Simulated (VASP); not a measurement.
# KAl4 (P4/mmm) in VASP: a series of runs

The runs below take KAl4 through single point, relaxation of cell and atoms, with PBE.

Program: VASP 6.6.1. These are calculated values, not measurements. Logs are shortened: lines on timing, memory, paths and dates and some standing lists are left out, and cuts for length are marked.

## (1) The cell of the first run

Symmetry: P4/mmm, No. 123, tetragonal system. Conventional cell: a = 3.849 Å, b = 3.849 Å, c = 9.124 Å, α = 90.00°, β = 90.00°, γ = 90.00°. K (site symmetry 4/mmm) is surrounded by 2 Al at 3.26 Å. Around Al (site symmetry 4mm) lie 5 Al at 2.60 to 2.72 Å. Around Al (site symmetry 4mm) lie 5 Al at 2.72 to 2.82 Å.

The cell was built by a generator and needn't be a form met in nature.

## (2) Single point, PBE (random cell by space group and Wyckoff sites (P4/mmm, No. 123))

Input file INCAR:

```
ALGO = Fast ; EDIFF = 1E-7
ENCUT = 520 ; GGA = PE
ISIF = 2 ; ISMEAR = 0
LASPH = True ; LCHARG = False
LREAL = False ; LWAVE = False
NBANDS = 18 ; NELM = 100
PREC = Accurate ; SIGMA = 0.1
```

Input file KPOINTS:

```
k-points
0
Gamma
  10 10 4
```

Input file POSCAR:

```
KAl4
1.0
    3.8494588008      0.0000000000      0.0000000000
    0.0000000000      3.8494588008      0.0000000000
    0.0000000000      0.0000000000      9.1240236998
K Al
1 4
Direct
    0.0000000000      0.0000000000      0.5000000000
    0.0000000000      0.0000000000      0.1424863527
    0.0000000000      0.0000000000      0.8575136473
    0.5000000000      0.5000000000      0.8455984596
    0.5000000000      0.5000000000      0.1544015404
```

Potentials or basis: VASP PAW PBE potentials, release 64 (K_sv, Al).

On the command line:

```bash
cat potpaw_PBE.64/K_sv/POTCAR potpaw_PBE.64/Al/POTCAR > POTCAR
mpirun -np 1 vasp_std > vasp.out
```

OUTCAR:

```text
EDIFF = 1E-7
   ENCUT = 520
   GGA = PE
   ISIF = 2
   ISMEAR = 0
   LASPH = True
   LREAL = False
   NELM = 100
   PREC = Accurate

 ion  position               nearest neighbor table
   1  0.000  0.000  0.500-   2 3.26   3 3.26
   2  0.000  0.000  0.142-   3 2.60   5 2.72   5 2.72   5 2.72   5 2.72   1 3.26
   3  0.000  0.000  0.858-   2 2.60   4 2.72   4 2.72   4 2.72   4 2.72   1 3.26
   4  0.500  0.500  0.846-   3 2.72   3 2.72   3 2.72   3 2.72   5 2.82
   5  0.500  0.500  0.154-   2 2.72   2 2.72   2 2.72   2 2.72   4 2.82

  LATTYP: Found a simple tetragonal cell.
 ALAT       =     3.8494588008
 C/A-ratio  =     2.3702094689

  Lattice vectors:

 A1 = (   3.8494588008,   0.0000000000,   0.0000000000)
 A2 = (   0.0000000000,   3.8494588008,   0.0000000000)
 A3 = (   0.0000000000,   0.0000000000,   9.1240236998)

Analysis of symmetry for initial positions (statically):
=====================================================================
 Subroutine PRICEL returns:
 Original cell was already a primitive cell.

 Routine SETGRP: Setting up the symmetry group for a
 simple tetragonal supercell.

 Subroutine GETGRP returns: Found 16 space group operations
 (whereof 16 operations were pure point group operations)
 out of a pool of 16 trial point group operations.

The static configuration has the point symmetry D_4h.

Analysis of symmetry for dynamics (positions and initial velocities):
=====================================================================
 Subroutine PRICEL returns:
 Original cell was already a primitive cell.

 Routine SETGRP: Setting up the symmetry group for a
 simple tetragonal supercell.

 Subroutine GETGRP returns: Found 16 space group operations
 (whereof 16 operations were pure point group operations)
 out of a pool of 16 trial point group operations.

The dynamic configuration has the point symmetry D_4h.

 Subroutine INISYM returns: Found 16 space group operations
 (whereof 16 operations are pure point group operations),
 and found     1 'primitive' translations

----------------------------------------------------------------------------------------

                                     Primitive cell

  volume of cell :     135.2028

  direct lattice vectors                    reciprocal lattice vectors
     3.849458801  0.000000000  0.000000000     0.259776777  0.000000000  0.000000000
     0.000000000  3.849458801  0.000000000     0.000000000  0.259776777  0.000000000
     0.000000000  0.000000000  9.124023700     0.000000000  0.000000000  0.109600767

  length of vectors
     3.849458801  3.849458801  9.124023700     0.259776777  0.259776777  0.109600767

  position of ions in fractional coordinates (direct lattice)
     0.000000000  0.000000000  0.500000000
     0.000000000  0.000000000  0.142486353
     0.000000000  0.000000000  0.857513647
     0.500000000  0.500000000  0.845598460
     0.500000000  0.500000000  0.154401540

  ion indices of the primitive-cell ions
   primitive index   ion index
                 1           1
                 2           2
                 3           3
                 4           4
                 5           5

----------------------------------------------------------------------------------------

 KPOINTS: k-points

Automatic generation of k-mesh.
 Grid dimensions read from file:
 generate k-points for:   10   10    4

 Generating k-lattice:

  Cartesian coordinates                     Fractional coordinates (reciprocal lattice)
     0.025977678  0.000000000  0.000000000     0.100000000  0.000000000  0.000000000
     0.000000000  0.025977678  0.000000000     0.000000000  0.100000000  0.000000000
     0.000000000  0.000000000  0.027400192     0.000000000  0.000000000  0.250000000

  Length of vectors
     0.025977678  0.025977678  0.027400192

  Shift w.r.t. Gamma in fractional coordinates (k-lattice)
     0.000000000  0.000000000  0.000000000

 Subroutine IBZKPT returns following result:
 ===========================================

 Found     63 irreducible k-points:

 Following reciprocal coordinates:
            Coordinates               Weight
  0.000000  0.000000  0.000000      1.000000
  0.100000  0.000000  0.000000      4.000000
  0.200000  0.000000  0.000000      4.000000
  0.300000  0.000000  0.000000      4.000000
  0.400000  0.000000  0.000000      4.000000
  0.500000  0.000000  0.000000      2.000000
[... 16 lines left out ...]
  0.100000  0.000000  0.250000      8.000000
  0.200000  0.000000  0.250000      8.000000
 [... further k-points ...]
   k-points           NKPTS =     63   k-points in BZ     NKDIM =     63   number of bands    NBANDS=     18
   number of dos      NEDOS =    301   number of ions     NIONS =      5
   total plane-waves  NPLWV =  63000
   dimension x,y,z NGX =    30 NGY =   30 NGZ =   70
   dimension x,y,z NGXF=    60 NGYF=   60 NGZF=  140
   ions per type =               1   4
   NGX,Y,Z   is equivalent  to a cutoff of  12.96, 12.96, 12.75 a.u.
   NGXF,Y,Z  is equivalent  to a cutoff of  25.91, 25.91, 25.51 a.u.
 SYSTEM =  unknown system
   PREC   = accura    normal or accurate (medium, high low for compatibility)
   ISTART =      0    job   : 0-new  1-cont  2-samecut
   ICHARG =      2    charge: 1-file 2-atom 10-const
   ISPIN  =      1    spin polarized calculation?
   LNONCOLLINEAR =      F non collinear calculations
   LSORBIT =      F    spin-orbit coupling
   LASPH  =      T    aspherical Exc in radial PAW
   ENCUT  =  520.0 eV  38.22 Ry    6.18 a.u.   7.16  7.16 16.96*2*pi/ulx,y,z
   NELM   =    100;   NELMIN=  2; NELMDL= -5     # of ELM steps
   EDIFF  = 0.1E-06   stopping-criterion for ELM
   LREAL  =      F    real-space projection
   EDIFFG = 0.1E-05   stopping-criterion for IOM
   NSW    =      0    number of steps for IOM
   IBRION =     -1    ionic relax: 0-MD 1-quasi-New 2-CG
   NFREE  =      0    steps in history (QN), initial steepest desc. (CG)
   ISIF   =      2    stress and relaxation
   ISYM   =      2    0-nonsym 1-usesym 2-fastsym
   POTIM  = 0.5000    time-step for ionic-motion
   TEBEG  =    0.0;   TEEND  =   0.0 temperature during run
   PSTRESS=    0.0 pullay stress
   NELECT =      21.0000    total number of electrons
   NUPDOWN=      -1.0000    fix difference up-down
   EMIN   =  10.00;   EMAX   =-10.00  energy-range for DOS
   EFERMI =   0.00;   METHOD = LEGACY
   ISMEAR =     0;   SIGMA  =   0.10  broadening in eV -4-tet -1-fermi 0-gaus
   EFERMI_NEDOS =   21; number of points for ismear=-14 and -15
   IALGO  =     68    algorithm
   IMIX   =      4    mixing-type and parameters
     AMIX     =   0.40;   BMIX     =  1.00
     AMIX_MAG =   1.60;   BMIX_MAG =  1.00
  volume/ion in A,a.u.               =      27.04       182.48
  Fermi-wavevector in a.u.,A,eV,Ry     =   0.880007  1.662972 10.536514  0.774412
  Thomas-Fermi vector in A             =   2.000308
   LORBIT       =      0    0 simple, 1 ext, 2 COOP (PROOUT), +10 PAW based schemes
   GGA     = PE    functional components
   LHFCALC =     F    Hartree Fock is set to
   AEXX    =    0.0000 exact exchange contribution
   IVDW    =     0    specifies the selected vdW correction
   LEPSILON=     F    determine dielectric tensor
   LRPA    =     F    only Hartree local field effects (RPA)
 non-spin polarized calculation
 RMM-DIIS sequential band-by-band and
 Gauss-broadening in eV      SIGMA  =   0.10
  energy-cutoff  :      520.00
  volume of cell :      135.20
 maximum number of plane-waves:      3676
 NGX is ok and might be reduce to    30
   NGX = 15   NGY = 15   NGZ = 33

 number of electron      21.0000002 magnetization

 Free energy of the ion-electron system (eV)
  ---------------------------------------------------
  ext. energy  EPLUGINS =         0.00000000
  ---------------------------------------------------
  free energy    TOTEN  =       -14.30838119 eV

  energy without entropy =      -14.28945978  energy(sigma->0) =      -14.29892049

 E-fermi :   3.5550     XC(G=0):  -8.2470

 val. band max:        3.5501345399   @ k =   0.4000   0.1000   0.2500
 cond. band min:       3.5706713709   @ k =   0.3000   0.0000   0.5000
 fundamental gap:      0.0205368310
 Fermi energy:         3.5550021383

 k-point     1 :       0.0000    0.0000    0.0000
  band No.  band energies     occupation
      1     -28.2534      2.00000
      2     -11.7289      2.00000
      3     -11.6715      2.00000
      4     -11.6715      2.00000
      5      -5.3856      2.00000
      6      -3.3185      2.00000
[... 10 lines left out ...]
     17       7.7418      0.00000
     18       7.9150      0.00000

 k-point     2 :       0.1000    0.0000    0.0000
  band No.  band energies     occupation
      1     -28.2517      2.00000
      2     -11.7258      2.00000
      3     -11.6946      2.00000
      4     -11.6695      2.00000
      5      -5.2867      2.00000
      6      -3.2219      2.00000
[... 10 lines left out ...]
     17       7.3347      0.00000
     18       8.5604      0.00000

 k-point     3 :       0.2000    0.0000    0.0000
  band No.  band energies     occupation
      1     -28.2474      2.00000
      2     -11.7545      2.00000
      3     -11.7175      2.00000
      4     -11.6642      2.00000
      5      -4.9907      2.00000
      6      -2.9326      2.00000
[... 10 lines left out ...]
     17       7.6194      0.00000
     18       9.1518      0.00000

 k-point     4 :       0.3000    0.0000    0.0000
  band No.  band energies     occupation
      1     -28.2421      2.00000
      2     -11.8273      2.00000
      3     -11.7073      2.00000
      4     -11.6577      2.00000
      5      -4.4995      2.00000
      6      -2.4516      2.00000
[... 10 lines left out ...]
     17       7.7943      0.00000
     18       7.9028      0.00000

 k-point     5 :       0.4000    0.0000    0.0000
  band No.  band energies     occupation
      1     -28.2378      2.00000
      2     -11.8852      2.00000
      3     -11.6989      2.00000
      4     -11.6524      2.00000
      5      -3.8168      2.00000
      6      -1.8799      2.00000
[... 10 lines left out ...]
     17       7.3820      0.00000
     18       7.9341      0.00000

 k-point     6 :       0.5000    0.0000    0.0000
  band No.  band energies     occupation
      1     -28.2361      2.00000
      2     -11.9070      2.00000
      3     -11.6958      2.00000
      4     -11.6504      2.00000
      5      -3.0241      2.00000
      6      -2.8556      2.00000
[... 10 lines left out ...]
     17       7.1863      0.00000
     18       7.3304      0.00000

 k-point     7 :       0.1000    0.1000    0.0000
  band No.  band energies     occupation
      1     -28.2501      2.00000
      2     -11.7227      2.00000
      3     -11.6940      2.00000
      4     -11.6910      2.00000
      5      -5.1880      2.00000
      6      -3.1254      2.00000
[... 10 lines left out ...]
     17       7.7266      0.00000
     18       8.1225      0.00000

 k-point     8 :       0.2000    0.1000    0.0000
  band No.  band energies     occupation
      1     -28.2458      2.00000
      2     -11.7521      2.00000
      3     -11.7145      2.00000
      4     -11.6868      2.00000
      5      -4.8924      2.00000
      6      -2.8362      2.00000
[... 10 lines left out ...]
     17       8.0951      0.00000
     18       8.5121      0.00000
[... 229 lines left out ...]
     17       6.7845      0.00000
     18       7.2820      0.00000

 k-point    20 :       0.5000    0.4000    0.0000
  band No.  band energies     occupation
      1     -28.2210      2.00000
      2     -11.8753      2.00000
      3     -11.8513      2.00000
      4     -11.6698      2.00000
      5      -1.5891      2.00000
      6      -1.3778      2.00000
[... 10 lines left out ...]
     17       7.1334      0.00000
     18       7.1520      0.00000

 k-point    21 :       0.5000    0.5000    0.0000
  band No.  band energies     occupation
      1     -28.2194      2.00000
      2     -11.8720      2.00000
      3     -11.8720      2.00000
      4     -11.6670      2.00000
      5      -1.1392      2.00000
      6      -0.8483      2.00000
[... 10 lines left out ...]
     17       7.0162      0.00000
     18       7.5999      0.00000

 k-point    22 :       0.0000    0.0000    0.2500
  band No.  band energies     occupation
      1     -28.2534      2.00000
      2     -11.7291      2.00000
      3     -11.6715      2.00000
      4     -11.6715      2.00000
      5      -5.3673      2.00000
      6      -3.3848      2.00000
[... 10 lines left out ...]
     17       7.0649      0.00000
     18       8.4096      0.00000

 k-point    23 :       0.1000    0.0000    0.2500
  band No.  band energies     occupation
      1     -28.2517      2.00000
      2     -11.7259      2.00000
      3     -11.6946      2.00000
      4     -11.6695      2.00000
      5      -5.2689      2.00000
      6      -3.2865      2.00000
[... 10 lines left out ...]
     17       7.3891      0.00000
     18       7.8802      0.00000

 k-point    24 :       0.2000    0.0000    0.2500
  band No.  band energies     occupation
      1     -28.2474      2.00000
      2     -11.7545      2.00000
      3     -11.7176      2.00000
      4     -11.6642      2.00000
      5      -4.9743      2.00000
      6      -2.9923      2.00000
[... 10 lines left out ...]
     17       7.5361      0.00000
     18       9.1789      0.00000

 [... further k-points ...]
[... 5 lines left out ...]
  --------------------------------------------------------------------------------------
  -------------------------------------------------------------------------------------
  Total       -0.0188849     -0.0188849      0.0149903      0.0000000      0.0000000      0.0000000
  in kB       -0.2237894     -0.2237894      0.1776382      0.0000000      0.0000000      0.0000000
  external PRESSURE =      -0.0899802 kB  Pullay stress =       0.0000000 kB

 VOLUME and BASIS-vectors are now :
 -----------------------------------------------------------------------------
  energy-cutoff  :      520.00
  volume of cell :      135.20
      direct lattice vectors                 reciprocal lattice vectors
     3.849458801  0.000000000  0.000000000     0.259776777  0.000000000  0.000000000
     0.000000000  3.849458801  0.000000000     0.000000000  0.259776777  0.000000000
     0.000000000  0.000000000  9.124023700     0.000000000  0.000000000  0.109600767

 POSITION                                       TOTAL-FORCE (eV/Angst)
 -----------------------------------------------------------------------------------
      0.00000      0.00000      4.56201         0.000000      0.000000      0.000000
      0.00000      0.00000      1.30005         0.000000      0.000000     -0.004851
      0.00000      0.00000      7.82397         0.000000      0.000000      0.004851
      1.92473      1.92473      7.71526         0.000000     -0.000000      0.007797
      1.92473      1.92473      1.40876        -0.000000      0.000000     -0.007797
 -----------------------------------------------------------------------------------
    total drift:                               -0.000000     -0.000000     -0.000000

  FREE ENERGIE OF THE ION-ELECTRON SYSTEM (eV)
  ---------------------------------------------------
  free  energy   TOTEN  =       -14.3083811944 eV

  energy  without entropy=      -14.2894597816  energy(sigma->0) =      -14.29892049
```

It took 5.9 min on 1 thread of Intel Xeon Platinum 8375C at 2.90GHz (Ice Lake), shared host; peak memory 0.32 GiB.

What came out:

- Free energy: -14.3084 eV
- Pressure: 0.0 GPa
- Largest force: 0.008 eV/Å
- Band gap on the k mesh: none (metal or under the smearing width)

Forces in eV/Å, atoms in the order of the input:
```
K    0.000  0.000  0.000
Al   0.000  0.000 -0.005
Al   0.000  0.000  0.005
Al   0.000  0.000  0.008
Al   0.000  0.000 -0.008
```

## (3) Relaxation of cell and atoms, PBE (random cell by space group and Wyckoff sites (P4/mmm, No. 123))

Input file INCAR:

```
SYSTEM = KAl4
ALGO     = Fast           ! electronic algorithm
EDIFF    = 1E-7           ! SCF threshold, eV
EDIFFG   = -0.01          ! ionic threshold
ENCUT    = 600            ! plane-wave cutoff, eV
GGA      = PE             ! functional
IBRION   = 2              ! ionic algorithm
ISIF     = 3              ! what is computed and relaxed
ISMEAR   = 0              ! smearing method
LASPH    = .TRUE.         ! aspherical terms in the spheres
LCHARG   = .FALSE.        ! write CHGCAR
LREAL    = .FALSE.        ! projectors in reciprocal space
LWAVE    = .FALSE.        ! write WAVECAR
NELM     = 80             ! most SCF steps
NSW      = 100            ! ionic steps
PREC     = Accurate       ! precision mode
SIGMA    = 0.1            ! smearing width, eV
```

Input file KPOINTS:

```
k-points
0
G
  10 10 4
  0 0 0
```

Input file POSCAR:

```
KAl4
1.0
    3.7940718289      0.0000000000      0.0000000000
    0.0000000000      3.7940718289      0.0000000000
    0.0000000000      0.0000000000      9.1466535921
K Al
1 4
Direct
    0.0000000000      0.0000000000      0.5000000000
    0.0000000000      0.0000000000      0.1434052730
    0.0000000000      0.0000000000      0.8565947270
    0.5000000000      0.5000000000      0.8397672768
    0.5000000000      0.5000000000      0.1602327232
```

Potentials or basis: VASP PAW PBE potentials, release 64 (K_sv, Al).

On the command line:

```bash
cat potpaw_PBE.64/K_sv/POTCAR potpaw_PBE.64/Al/POTCAR > POTCAR
mpirun -np 1 vasp_std > vasp.out
```

Run time: 28 min. Hardware: 1 thread of Intel Xeon Platinum 8375C at 2.90GHz (Ice Lake), shared host; peak memory 0.37 GiB.

It converged, with:

```
Free energy                            : -14.3086 eV
Relaxed volume                         : 27.05 Å³/atom
Relaxed cell                           : a = 3.848 Å, b = 3.848 Å, c = 9.132 Å, α = 90.00°, β = 90.00°, γ = 90.00°
Space group after relaxing (to 0.05 Å) : P4/mmm (No. 123)
Energy gained by relaxing              : 5.5 meV/atom
Ionic steps                            : 10
Pressure after relaxing                : 0.0 GPa
Largest force after relaxing           : 0.004 eV/Å
Band gap on the k mesh                 : none (metal or under the smearing width)
```

Forces on the atoms (eV/Å):
```
K    0.000  0.000  0.000
Al   0.000  0.000  0.004
Al   0.000  0.000 -0.004
Al   0.000  0.000 -0.003
Al   0.000  0.000  0.003
```

The path:
```tsv
step	energy change (eV)	largest force (eV/Å)	pressure (GPa)	volume (Å³)
1	0.0000	0.1304	0.89	131.67
2	-0.0206	0.1265	0.01	134.46
3	-0.0211	0.1257	-0.13	135.00
4	-0.0228	0.1054	-0.05	134.71
5	-0.0245	0.0597	0.13	134.11
6	-0.0260	0.0423	0.09	134.41
7	-0.0270	0.0422	0.03	134.91
8	-0.0273	0.0228	-0.01	135.19
9	-0.0274	0.0094	-0.04	135.39
10	-0.0274	0.0040	0.02	135.25
```

Final structure:
```
K Al
1.0
     3.84836    0.00000    0.00000
     0.00000    3.84836    0.00000
     0.00000    0.00000    9.13238
K Al
1 4
Cartesian
  0.0000 0.0000 4.5662
  3.8484 3.8484 1.2996
  0.0000 0.0000 7.8328
  1.9242 1.9242 7.7267
  1.9242 1.9242 1.4057
```

Levels at points of the mesh, in eV from the Fermi level:
| k point | band 7 | band 8 | band 9 | band 10 | band 11 | band 12 | band 13 | band 14 |
| --- | --- | --- | --- | --- | --- | --- | --- | --- |
| (0.00, 0.00, 0.00) | -3.38 | -0.03 | -0.03 | 0.38 | 0.64 | 0.98 | 1.52 | 1.52 |
| (0.50, 0.00, 0.00) | -4.53 | -4.42 | -1.11 | -0.90 | 2.16 | 2.18 | 2.26 | 2.87 |
| (0.50, 0.50, 0.00) | -3.58 | -3.58 | -2.26 | -2.18 | -2.00 | -2.00 | 0.26 | 0.45 |
| (0.00, 0.00, 0.50) | -2.83 | -1.01 | -0.05 | -0.05 | 0.45 | 1.59 | 1.59 | 2.30 |
| (0.50, 0.00, 0.50) | -4.58 | -4.52 | -0.79 | -0.60 | 1.43 | 1.75 | 2.12 | 2.28 |
| (0.50, 0.50, 0.50) | -3.59 | -3.59 | -2.40 | -2.38 | -1.96 | -1.96 | 0.99 | 1.01 |
